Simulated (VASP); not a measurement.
Cl2Sn: single point with PBE

The system is Cl2Sn, in a box.

```
CELL_PARAMETERS angstrom
11.00000 0.00000 0.00000
0.00000 13.00000 0.00000
0.00000 0.00000 11.00000
ATOMIC_POSITIONS crystal
Cl 0.58987 0.61797 0.55530
Cl 0.45147 0.38526 0.45088
Sn 0.41250 0.56398 0.45234
```

```
Program                : VASP 6.6.1
Task                   : single point
Functional             : PBE
Potentials or basis    : VASP PAW PBE potentials, release 64 (Cl, Sn_d)
Cutoff                 : 520 eV
k mesh                 : 1 × 1 × 1
Occupations            : gaussian, width 0.01 eV
Spin                   : no spin polarisation
Further INCAR settings : ALGO = Normal; EDIFF = 1e-07; NBANDS = 21
```

```
Largest force                   : 0.465 eV/Å
Gap between the frontier levels : 3.17 eV
```

Forces in eV/Å, atoms in the order of the input:
```
Cl   0.309  0.124  0.182
Cl   0.055 -0.355 -0.008
Sn  -0.364  0.231 -0.173
```

Levels at points of the mesh, in eV from the valence-band top:
| k point | band 11 | band 12 | band 13 | band 14 | band 15 | band 16 | band 17 | band 18 |
| --- | --- | --- | --- | --- | --- | --- | --- | --- |
| (0.00, 0.00, 0.00) | -1.24 | -0.76 | -0.46 | 0.00 | 3.17 | 5.38 | 5.48 | 6.36 |

It took 2.7 min on 1 thread of Intel(R) Xeon(R) Platinum 8375C CPU @ 2.90GHz (Ice Lake), on a shared host, peak memory 1.1 GiB.

Caveat: spin-orbit coupling is left out, which moves the levels of the heavy elements. As with any semilocal functional, this PBE gap is likely too small.
